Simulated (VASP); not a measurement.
# SnSe: structure and properties in VASP, part 3 of 7

What structure and properties does r2SCAN give SnSe, and how near are they to the measured ones? Left out of this account: at least 1 further run (core levels: core levels are not valid at this level). The start is a cell from a database of measured crystal structures.

VASP 6.6.1; r2SCAN; plane waves and PAW (Sn_d, Se).

So far, gap on the k-mesh (eV): step 2 (full relaxation (r2SCAN)) 1.23; step 3 (k-mesh 2×6×5) 1.10.

The database entry behind the starting cell differs from later determinations by our own check (an axis about 0.9 % long against later determinations), so it need not match the best structure at ambient conditions.

## Step 4: Single point with fields (r2SCAN)

A single point on the relaxed cell gives a clean self-consistent state, with density, ELF and potential written out.

Input file INCAR:

```
SYSTEM = SnSe
PREC = Accurate
ENCUT = 400
EDIFF = 1E-06
NELM = 100
ISMEAR = 0
SIGMA = 0.05
LREAL = .FALSE.
ALGO = Normal
METAGGA = R2SCAN
LASPH = .TRUE.
NBANDS = 49
LORBIT = 11
LWAVE = .FALSE.
LCHARG = .TRUE.
ISIF = 2
LELF = .TRUE.
LVHAR = .TRUE.
```

Input file POSCAR:

```
SnSe
1.0
   11.7190832889      0.0000000000      0.0000000000
    0.0000000000      4.1324277340      0.0000000000
    0.0000000000      0.0000000000      4.6710327798
Sn Se
4 4
Direct
    0.1205912525      0.2500000000      0.1176291927
    0.3794087475      0.7500000000      0.6176291927
    0.6205912525      0.2500000000      0.3823708073
    0.8794087475      0.7500000000      0.8823708073
    0.3517336132      0.2500000000      0.0078442043
    0.1482663868      0.7500000000      0.5078442043
    0.8517336132      0.2500000000      0.4921557957
    0.6482663868      0.7500000000      0.9921557957
```

Input file KPOINTS:

```
Automatic mesh
0
Gamma
2 6 5
0 0 0
```

The projector-augmented-wave data sets are Sn_d and Se (PBE family, release 64).

Launch:

```sh
> mpirun -np 4 vasp_std
```

Log:

```text
[banner, memory and clock lines left out]
running    4 mpi-ranks, on    1 nodes
 distrk:  each k-point on    4 cores,    1 groups
 distr:  one band on    1 cores,    4 groups

 POSCAR found type information on POSCAR SnSe
 POSCAR found :  2 types and       8 ions
 [... a notice as in an earlier step ...]

 LDA part: xc-table for (None), standard interpolation
|                                                                             |
|           W    W    AA    RRRRR   N    N  II  N    N   GGGG   !!!           |
|           W    W   A  A   R    R  NN   N  II  NN   N  G    G  !!!           |
|           W    W  A    A  R    R  N N  N  II  N N  N  G       !!!           |
|           W WW W  AAAAAA  RRRRR   N  N N  II  N  N N  G  GGG   !            |
|           WW  WW  A    A  R   R   N   NN  II  N   NN  G    G                |
|           W    W  A    A  R    R  N    N  II  N    N   GGGG   !!!           |
|                                                                             |
|     The number of bands has been changed from the values supplied in        |
|     The orbitals not found in the WAVECAR file will be initialized with     |
|     random numbers, which is usually adequate. For correlated               |
|     calculations, however, you should redo the groundstate calculation.     |
|     I found NBANDS = 49. Now, NBANDS = 52.                                  |
|                                                                             |

 POSCAR, INCAR and KPOINTS ok, starting setup
 FFT: planning ... GRIDC
 FFT: planning ... GRID_SOFT
 FFT: planning ... GRID
 WAVECAR not read
 entering main loop
       N       E                     dE             d eps       ncg     rms          rms(c)
DAV:   1     0.668713566469E+03    0.66871E+03   -0.32610E+04  2664   0.169E+03
DAV:   2    -0.338519029747E+02   -0.70257E+03   -0.67630E+03  2520   0.504E+02
DAV:   3    -0.164217768493E+03   -0.13037E+03   -0.12445E+03  2996   0.186E+02
DAV:   4    -0.173032070884E+03   -0.88143E+01   -0.86645E+01  2936   0.501E+01
DAV:   5    -0.173297861702E+03   -0.26579E+00   -0.26485E+00  2996   0.938E+00    0.761E+00
DAV:   6    -0.159731853829E+03    0.13566E+02   -0.41367E+00  3308   0.179E+01    0.517E+00
DAV:   7    -0.159793944490E+03   -0.62091E-01   -0.84824E-01  2984   0.382E+00    0.198E+00
DAV:   8    -0.159813602146E+03   -0.19658E-01   -0.41892E-02  3088   0.149E+00    0.621E-01
DAV:   9    -0.159818270127E+03   -0.46680E-02   -0.86612E-03  2792   0.442E-01    0.245E-01
DAV:  10    -0.159818678233E+03   -0.40811E-03   -0.12736E-03  3016   0.281E-01    0.967E-02
DAV:  11    -0.159818887264E+03   -0.20903E-03   -0.42772E-04  2760   0.116E-01    0.178E-02
DAV:  12    -0.159818891616E+03   -0.43523E-05   -0.51723E-05  3456   0.491E-02    0.112E-02
DAV:  13    -0.159818894257E+03   -0.26407E-05   -0.11851E-05  2740   0.191E-02    0.342E-03
DAV:  14    -0.159818893741E+03    0.51566E-06   -0.88272E-07  1396   0.706E-03
   1 F= -.15981889E+03 E0= -.15981889E+03  d E =-.152959E-16
```

It took 2.5 min on 4 MPI ranks of Intel Xeon Platinum 8488C (Sapphire Rapids), shared host; peak memory 0.83 GiB; 9.8 min of CPU time.

From OUTCAR (step 4):

```text
  LATTYP: Found a simple orthorhombic cell.
 ALAT       =     4.1324277340
 B/A-ratio  =     1.1303362286
 C/A-ratio  =     2.8358834185

 Found     24 irreducible k-points:

   k-points           NKPTS =     24   k-points in BZ     NKDIM =     24   number of bands    NBANDS=     52

   ENCUT  =  400.0 eV  29.40 Ry    5.42 a.u.  19.11  6.74  7.62*2*pi/ulx,y,z

   NELECT =      80.0000    total number of electrons

 E-fermi :   4.7958

 k-point     1 :       0.0000    0.0000    0.0000
  band No.  band energies     occupation
    ...
     36       2.7425      2.00000
     37       3.0560      2.00000
     38       3.6409      2.00000
     39       3.8772      2.00000
     40       4.3733      2.00000
     41       5.7791      0.00000
     42       7.6105      0.00000
     43       7.6428      0.00000
     44       7.7511      0.00000
     45       7.9760      0.00000
    ...

 k-point     2 :       0.5000    0.0000    0.0000
  band No.  band energies     occupation
    ...
     36       2.6576      2.00000
     37       2.8429      2.00000
     38       2.8429      2.00000
     39       4.1621      2.00000
     40       4.1621      2.00000
     41       7.3041      0.00000
     42       7.3041      0.00000
     43       7.4690      0.00000
     44       7.4690      0.00000
     45       8.5530      0.00000
    ...

  Total       -0.0208460     -0.0299022     -0.0027771      0.0000000      0.0000000      0.0000000
  in kB       -0.1476463     -0.2117886     -0.0196695      0.0000000      0.0000000      0.0000000
  external PRESSURE =      -0.1263681 kB  Pullay stress =       0.0000000 kB

  energy-cutoff  :      400.00
  volume of cell :      226.21
      direct lattice vectors                 reciprocal lattice vectors
    11.719083289  0.000000000  0.000000000     0.085330906  0.000000000  0.000000000
     0.000000000  4.132427734  0.000000000     0.000000000  0.241988503  0.000000000
     0.000000000  0.000000000  4.671032780     0.000000000  0.000000000  0.214085417

 POSITION                                       TOTAL-FORCE (eV/Angst)
 -----------------------------------------------------------------------------------
      1.41322      1.03311      0.54945         0.003511     -0.000000      0.008980
      4.44632      3.09932      2.88497        -0.003511     -0.000000      0.008980
      7.27276      1.03311      1.78607         0.003511     -0.000000     -0.008980
     10.30586      3.09932      4.12158        -0.003511      0.000000     -0.008980
      4.12200      1.03311      0.03664        -0.002096      0.000000     -0.002275
      1.73755      3.09932      2.37216         0.002096      0.000000     -0.002275
      9.98154      1.03311      2.29888        -0.002096      0.000000      0.002275
      7.59709      3.09932      4.63439         0.002096      0.000000      0.002275
 -----------------------------------------------------------------------------------
    total drift:                                0.000000      0.000000      0.000000

  FREE ENERGIE OF THE ION-ELECTRON SYSTEM (eV)
  ---------------------------------------------------
  free  energy   TOTEN  =      -159.8188937411 eV

  energy  without entropy=     -159.8188937411  energy(sigma->0) =     -159.81889374

 total charge
# of ion       s       p       d       tot
------------------------------------------
    1        1.316   0.781   9.987  12.084
    2        1.316   0.781   9.987  12.084
    3        1.316   0.781   9.987  12.084
    4        1.316   0.781   9.987  12.084
    5        1.466   2.382   0.023   3.871
    6        1.466   2.382   0.023   3.871
    7        1.466   2.382   0.023   3.871
    8        1.466   2.382   0.023   3.871
--------------------------------------------------
tot         11.127  12.650  40.043  63.821

[... 4 parts as in an earlier step ...]

[... 6 further parts left out ...]
```

Numbers from this step:

```
SCF cycles          : 14
bands               : 52
free energy (TOTEN) : -159.8189 eV
Fermi energy        : 4.796 eV
pressure            : -0.01264 GPa
```

Valence electrons inside each PAW sphere by angular momentum. Sphere charges, by row:

```
atom  s (e)  p (e)  d (e)  tot (e)
 Sn1  1.316  0.781  9.987    12.08
 Sn2  1.316  0.781  9.987    12.08
 Sn3  1.316  0.781  9.987    12.08
 Sn4  1.316  0.781  9.987    12.08
 Se5  1.466  2.382  0.023    3.871
 Se6  1.466  2.382  0.023    3.871
 Se7  1.466  2.382  0.023    3.871
 Se8  1.466  2.382  0.023    3.871
```

ELF in the ac plane at fractional y = 0.250, with atoms of Sn and Se within 0.2 Å of it. It is the smooth field of the valence electrons, not physical close to the nuclei.

Ten even steps from '0' (0.02) to '9' (0.90), each cell a mean:
```
566554347986799720000000000000001
366553236888888510000000001221000
024432113688875200000000024665310
000000001356542001344211257888641
000000000012210014665432478888873
000000000000000036655443689768985
100010000000000156632233699658996
011121100001100145523123589889994
123332211245541035521123479999972
244223323689985213432232247898731
453111335899998411233321113554211
553231347998899720111110000010002
665212448985699830000000000000002
```
Columns run along a (11.7 Å), rows up along c (4.7 Å). Atoms in or near the plane, at fractional coordinates: Sn at (0.12, 0.12), Sn at (0.62, 0.38), Se at (0.35, 0.01), Se at (0.85, 0.49).

Valence density in the ac plane at fractional y = 0.250, with atoms of Sn and Se within 0.2 Å of it. It is the smooth field of the valence electrons, not physical close to the nuclei.

Ten steps, logarithmic in the rise over the least value, from '0' (0 e/Å³) to '9' (11 e/Å³), each cell a mean:
```
223554323443344211111111111111111
122332222344443211111111111121111
111221112233332111111111112222211
111111111222222111122211123343321
111111111111111112223322234444321
111111111111111112345533334434432
111111111111111123478863344304432
112222211111111123589974344444432
123443221122221123589973333444322
235776422233332222367753222333221
247998533344443212234332112222111
247998533444443211122221111111111
236887433441244211111111111111111
```
Columns run along a (11.7 Å), rows up along c (4.7 Å). Atoms in or near the plane, at fractional coordinates: Sn at (0.12, 0.12), Sn at (0.62, 0.38), Se at (0.35, 0.01), Se at (0.85, 0.49).

Electrostatic potential energy in the ac plane at fractional y = 0.250, with atoms of Sn and Se within 0.2 Å of it. With pseudopotentials it is smooth inside the atoms' cores, unlike the true potential.

Ten even steps from '0' (-80 eV) to '9' (4 eV), each cell a mean:
```
998556899744448999999999999999999
999989999965579999999999999999999
999999999998899999999999999999999
999999999999999999999999999889999
999999999999999999998899998546899
999999999999999999865579985454699
999999999999999999620048984474599
999999999999999998400017986444799
998767999999999998500027998667999
985213799999999999742258999999999
972000589976689999987789999999999
972000489844458999999999999999999
984102699646648999999999999999999
```
Columns run along a (11.7 Å; values clipped at the 3rd and 97th percentile), rows up along c (4.7 Å). Atoms in or near the plane, at fractional coordinates: Sn at (0.12, 0.12), Sn at (0.62, 0.38), Se at (0.35, 0.01), Se at (0.85, 0.49).

In this run the pressure is -0.01 GPa, small enough to go on; single stress components reach 0.02 GPa.

## Step 5: Bands along the symmetry lines (r2SCAN)

The mesh alone shows little of the dispersion and can miss band extrema, so KPOINTS_OPT adds a path through the symmetry points after the self-consistent cycle.

Input file INCAR:

```
SYSTEM = SnSe
PREC = Accurate
ENCUT = 400
EDIFF = 1E-06
NELM = 100
ISMEAR = 0
SIGMA = 0.05
LREAL = .FALSE.
ALGO = Normal
METAGGA = R2SCAN
LASPH = .TRUE.
NBANDS = 61
LORBIT = 11
LWAVE = .FALSE.
LCHARG = .FALSE.
KPAR = 4
```

POSCAR is that of step 4.

KPOINTS is that of step 4.

Input file KPOINTS_OPT:

```
Line mode
12
Line-mode
Reciprocal
  0.00000000   0.00000000   0.00000000 GAMMA
  0.00000000   0.50000000   0.00000000 X

  0.00000000   0.50000000   0.00000000 X
  0.00000000   0.50000000   0.50000000 S

  0.00000000   0.50000000   0.50000000 S
  0.00000000   0.00000000   0.50000000 Y

  0.00000000   0.00000000   0.50000000 Y
  0.00000000   0.00000000   0.00000000 GAMMA

  0.00000000   0.00000000   0.00000000 GAMMA
  0.50000000   0.00000000   0.00000000 Z

  0.50000000   0.00000000   0.00000000 Z
  0.50000000   0.50000000   0.00000000 U

  0.50000000   0.50000000   0.00000000 U
  0.50000000   0.50000000   0.50000000 R

  0.50000000   0.50000000   0.50000000 R
  0.50000000   0.00000000   0.50000000 T

  0.50000000   0.00000000   0.50000000 T
  0.50000000   0.00000000   0.00000000 Z

  0.00000000   0.00000000   0.50000000 Y
  0.50000000   0.00000000   0.50000000 T

  0.50000000   0.50000000   0.00000000 U
  0.00000000   0.50000000   0.00000000 X

  0.00000000   0.50000000   0.50000000 S
  0.50000000   0.50000000   0.50000000 R
```

Launch:

```sh
> mpirun -np 4 vasp_std
```

Log:

```text
[... set-up lines as in an earlier step ...]
 entering main loop
       N       E                     dE             d eps       ncg     rms          rms(c)
DAV:   1     0.666555329331E+03    0.66656E+03   -0.31379E+04  3195   0.144E+03
DAV:   2    -0.297608699148E+02   -0.69632E+03   -0.65667E+03  2960   0.454E+02
DAV:   3    -0.164259837283E+03   -0.13450E+03   -0.12887E+03  3346   0.165E+02
DAV:   4    -0.173068662751E+03   -0.88088E+01   -0.87049E+01  3456   0.454E+01
DAV:   5    -0.173298909282E+03   -0.23025E+00   -0.23012E+00  3536   0.802E+00    0.764E+00
DAV:   6    -0.159730221001E+03    0.13569E+02   -0.37459E+00  3894   0.152E+01    0.517E+00
DAV:   7    -0.159793108381E+03   -0.62887E-01   -0.77989E-01  3536   0.333E+00    0.198E+00
DAV:   8    -0.159813717681E+03   -0.20609E-01   -0.39738E-02  3717   0.129E+00    0.619E-01
DAV:   9    -0.159818239904E+03   -0.45222E-02   -0.73552E-03  3360   0.386E-01    0.249E-01
DAV:  10    -0.159818667230E+03   -0.42733E-03   -0.11429E-03  3733   0.227E-01    0.962E-02
DAV:  11    -0.159818887158E+03   -0.21993E-03   -0.34275E-04  3270   0.973E-02    0.206E-02
DAV:  12    -0.159818891507E+03   -0.43493E-05   -0.51870E-05  3924   0.457E-02    0.100E-02
DAV:  13    -0.159818894366E+03   -0.28590E-05   -0.77542E-06  3204   0.129E-02    0.459E-03
DAV:  14    -0.159818893395E+03    0.97037E-06   -0.76182E-07  1789   0.614E-03
   1 F= -.15981889E+03 E0= -.15981889E+03  d E =-.888012E-15
 Start KPOINTS_OPT (optional k-point list driver)
k-point batch [1-24\144]
       N       E                     dE             ncg
DAV:   1     0.290801065961E+04   -0.31915E+05     3266
DAV:   2    -0.139308948139E+05   -0.16839E+05     2936
DAV:   3    -0.171214324861E+05   -0.31905E+04     3377
DAV:   4    -0.173232318441E+05   -0.20180E+03     3368
DAV:   5    -0.173284867574E+05   -0.52549E+01     3483
DAV:   6    -0.173287029736E+05   -0.21622E+00     4201
DAV:   7    -0.173287058614E+05   -0.28878E-02     4078
DAV:   8    -0.173287059224E+05   -0.60969E-04     4263
DAV:   9    -0.173287059235E+05   -0.11249E-05     2193
DAV:  10    -0.173287059237E+05   -0.26768E-06     1873
[...]
k-point batch [121-144\144]
       N       E                     dE             ncg
DAV:   1     0.269989282648E+04   -0.46028E+05     3187
DAV:   2    -0.141151792658E+05   -0.16815E+05     2952
DAV:   3    -0.172571305990E+05   -0.31420E+04     3414
DAV:   4    -0.174500490848E+05   -0.19292E+03     3448
DAV:   5    -0.174550221404E+05   -0.49731E+01     3440
DAV:   6    -0.174552332642E+05   -0.21112E+00     4186
DAV:   7    -0.174552360287E+05   -0.27645E-02     4032
DAV:   8    -0.174552360926E+05   -0.63852E-04     4200
DAV:   9    -0.174552360937E+05   -0.11373E-05     2224
DAV:  10    -0.174552360940E+05   -0.27025E-06     1882
```

The job ended after 15 min (4 MPI ranks; peak memory 1.9 GiB; 60 min of CPU time).

From OUTCAR (step 5):

```text
   k-points           NKPTS =     24   k-points in BZ     NKDIM =     24   number of bands    NBANDS=     61

   NELECT =      80.0000    total number of electrons

 E-fermi :   4.7774

 k-point     1 :       0.0000    0.0000    0.0000
  band No.  band energies     occupation
    ...
     36       2.7424      2.00000
     37       3.0560      2.00000
     38       3.6409      2.00000
     39       3.8772      2.00000
     40       4.3733      2.00000
     41       5.7791      0.00000
     42       7.6105      0.00000
     43       7.6428      0.00000
     44       7.7511      0.00000
     45       7.9760      0.00000
    ...

  Total       -0.0157808     -0.0246448      0.0023109      0.0000000      0.0000000      0.0000000
  in kB       -0.1117703     -0.1745517      0.0163674      0.0000000      0.0000000      0.0000000
  external PRESSURE =      -0.0899849 kB  Pullay stress =       0.0000000 kB

 POSITION                                       TOTAL-FORCE (eV/Angst)
 -----------------------------------------------------------------------------------
      1.41322      1.03311      0.54945         0.003852      0.000000      0.009236
      4.44632      3.09932      2.88497        -0.003852     -0.000000      0.009236
      7.27276      1.03311      1.78607         0.003852     -0.000000     -0.009236
     10.30586      3.09932      4.12158        -0.003852     -0.000000     -0.009236
      4.12200      1.03311      0.03664        -0.002055     -0.000000     -0.002232
      1.73755      3.09932      2.37216         0.002055      0.000000     -0.002232
      9.98154      1.03311      2.29888        -0.002055     -0.000000      0.002232
      7.59709      3.09932      4.63439         0.002055     -0.000000      0.002232
 -----------------------------------------------------------------------------------
    total drift:                                0.000000      0.000000      0.000000

  FREE ENERGIE OF THE ION-ELECTRON SYSTEM (eV)
  ---------------------------------------------------
  free  energy   TOTEN  =      -159.8188933955 eV

  energy  without entropy=     -159.8188933955  energy(sigma->0) =     -159.81889340

[... 10 parts as in an earlier step ...]

[... 6 further parts left out ...]
```

Spin-orbit coupling is off here; it can split and shift levels that hold much weight on Sn by tenths of an eV or more.

This step gave:

```yaml
bands: 61
fermi_energy: 4.777 eV
pressure: -0.008998 GPa
least_gap_on_mesh_and_path: 1.016 eV
least_direct_gap_on_mesh_and_path: 1.331 eV
valence_top_at_k: 0, 0, 0.3182
least_direct_gap_at_k: 0, 0.3182, 0
```

Electronic bands along the path, in eV, zero at the valence-band top; v1 is the highest filled band, c1 the lowest empty one:

```
          point     v4     v3     v2     v1    c1    c2    c3    c4
              Γ  -1.54  -0.95  -0.72  -0.22  1.19  3.02  3.05  3.16
0.45 of the way  -1.62  -0.72  -0.52  -0.38  1.53  1.61  2.71  3.00
              X  -1.06  -1.06  -0.96  -0.96  1.54  1.54  1.58  1.58
0.45 of the way  -1.82  -1.82  -0.80  -0.80  1.52  1.52  2.90  2.90
              S  -2.04  -2.04  -1.28  -1.28  3.01  3.01  3.22  3.22
0.45 of the way  -1.52  -1.52  -0.80  -0.80  1.98  1.98  3.62  3.62
              Y  -0.79  -0.79  -0.08  -0.08  1.67  1.67  2.14  2.14
0.55 of the way  -1.23  -1.15  -0.34  -0.26  1.50  1.84  2.66  2.92
              Γ  -1.54  -0.95  -0.72  -0.22  1.19  3.02  3.05  3.16
0.45 of the way  -1.59  -1.37  -0.63  -0.27  1.71  2.89  3.02  3.12
              Z  -1.75  -1.75  -0.43  -0.43  2.71  2.71  2.88  2.88
0.45 of the way  -1.56  -1.56  -0.39  -0.39  2.07  2.07  2.92  2.92
              U  -1.15  -1.15  -1.15  -1.15  1.79  1.79  1.79  1.79
0.45 of the way  -1.37  -1.37  -1.37  -1.37  2.47  2.47  2.47  2.47
              R  -1.40  -1.40  -1.40  -1.40  2.86  2.86  2.86  2.86
0.45 of the way  -1.50  -1.50  -1.13  -1.13  2.76  2.76  3.51  3.51
              T  -0.55  -0.55  -0.10  -0.10  1.68  1.68  2.14  2.14
0.45 of the way  -1.06  -1.06  -0.51  -0.51  2.10  2.10  2.84  2.84
              Z  -1.75  -1.75  -0.43  -0.43  2.71  2.71  2.88  2.88
      jump to Y  -0.79  -0.79  -0.08  -0.08  1.67  1.67  2.14  2.14
0.45 of the way  -0.66  -0.66  -0.08  -0.08  1.66  1.66  2.17  2.17
              T  -0.55  -0.55  -0.10  -0.10  1.68  1.68  2.14  2.14
      jump to U  -1.15  -1.15  -1.15  -1.15  1.79  1.79  1.79  1.79
0.45 of the way  -1.11  -1.11  -1.10  -1.10  1.65  1.65  1.74  1.74
              X  -1.06  -1.06  -0.96  -0.96  1.54  1.54  1.58  1.58
      jump to S  -2.04  -2.04  -1.28  -1.28  3.01  3.01  3.22  3.22
```

Of the projections kept (Sn, Se), the largest for each band there, as a share of the weight inside these atoms' spheres; weight between the spheres isn't counted:

```
point       v4       v3       v2       v1       c1       c2       c3       c4
    Γ  Se 0.83  Se 0.61  Se 0.73  Se 0.68  Sn 0.85  Sn 0.71  Sn 0.65  Sn 0.64
    X  Sn 0.54  Sn 0.54  Sn 0.51  Sn 0.51  Sn 0.67  Sn 0.67  Sn 0.63  Sn 0.63
    S  Se 0.54  Se 0.54  Se 0.67  Se 0.67  Sn 0.67  Sn 0.67  Sn 0.52  Sn 0.52
    Y  Se 0.55  Se 0.55  Sn 0.50  Sn 0.50  Sn 0.72  Sn 0.72  Sn 0.59  Sn 0.59
    Γ  Se 0.83  Se 0.61  Se 0.73  Se 0.68  Sn 0.85  Sn 0.71  Sn 0.65  Sn 0.64
    Z  Se 0.81  Se 0.81  Se 0.72  Se 0.72  Sn 0.69  Sn 0.69  Sn 0.65  Sn 0.65
```

The path lowers the gap by 0.08 eV against the mesh alone, so a band edge lies off the mesh.

(Continued in part 4 of 7.)

[Lines on the potential files, build, host, timing and source positions are cut from VASP's logs without a mark.]

[Logs are printed without paths, hosts, clocks, repeated set-up lines and the standing remarks that a program may print on its own settings, such as how far it seeks lower states.]

[Hosts, paths, dates, database ids (printed as entryN), source tags and the programs' standing remarks are cut or masked in the printed files.]

[A measured line is paired with the nearest computed mode of its activity, which favours agreement.]

[In band tables of VASP the shares of atoms and orbitals are scaled to a sum of 1 inside the atoms' spheres.]
